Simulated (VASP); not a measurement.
```xyz
1
Lattice="2.3183 0.0000 0.0000 0.0000 2.3183 0.0000 0.0000 0.0000 2.3183" Properties=species:S:1:pos:R:3 pbc="T T T"
Cr     0.0000     0.0000     0.0000
```
Starting moments (μB, in the order of the record's atoms Cr): 0.2.

All values below come from r2SCAN meta-GGA, VASP's PBE PAW potentials (set 64) (plane waves; VASP 6.6.1). Settings: 400 eV cut-off, 17×17×17 Γ-centred mesh, tetrahedra with Blöchl corrections, potentials Cr_pv.

The moments were started parallel, and other spin orders were not tried in this run.

Tabulate the total density of states (states/eV per cell) against energy (eV; zero at the valence-band maximum or, without a gap, the Fermi level).

```
E (eV)  DOS (states/eV)
------  ---------------
-9.98              0.00
-9.86              0.00
-9.62              0.00
-9.50              0.00
-9.26              0.00
-9.14              0.00
-8.90              0.00
-8.78              0.00
-8.66              0.00
-8.42              0.00
-8.30              0.00
-8.06              0.00
-7.94              0.01
-7.82              0.03
-7.58              0.04
-7.46              0.05
-7.22              0.06
-7.10              0.07
-6.86              0.08
-6.74              0.08
-6.62              0.09
-6.38              0.10
-6.26              0.11
-6.02              0.12
-5.90              0.13
-5.78              0.13
-5.54              0.15
-5.42              0.16
-5.18              0.18
-5.06              0.19
-4.82              0.32
-4.70              0.43
-4.58              0.51
-4.34              0.72
-4.22              0.86
-3.98              1.23
-3.86              1.26
-3.74              1.31
-3.50              1.77
-3.38              1.42
-3.14              0.80
-3.02              0.82
-2.78              0.96
-2.66              1.22
-2.54              1.88
-2.30              1.50
-2.18              1.45
-1.94              1.43
-1.82              1.48
-1.70              1.70
-1.46              1.98
-1.34              1.96
-1.10              0.97
-0.98              0.94
-0.74              0.92
-0.62              0.68
-0.50              0.64
-0.26              0.79
-0.14              1.11
0.10               1.40
0.22               1.26
0.34               1.18
0.58               1.38
0.70               1.53
0.94               1.77
1.06               1.70
1.30               1.32
1.42               1.78
1.54               2.55
1.78               2.06
1.90               2.04
2.14               1.78
2.26               1.61
2.38               1.50
2.62               1.66
2.74               1.43
2.98               0.64
3.10               0.66
3.34               0.79
3.46               1.05
```
Within 2 eV below the Fermi level the largest weight inside VASP's projection spheres is Cr d.

The structure was generated: Cr was put into the simple-cubic type (Pm-3m), which need not be its known phase. It was relaxed first, which changed the volume by -7 %.
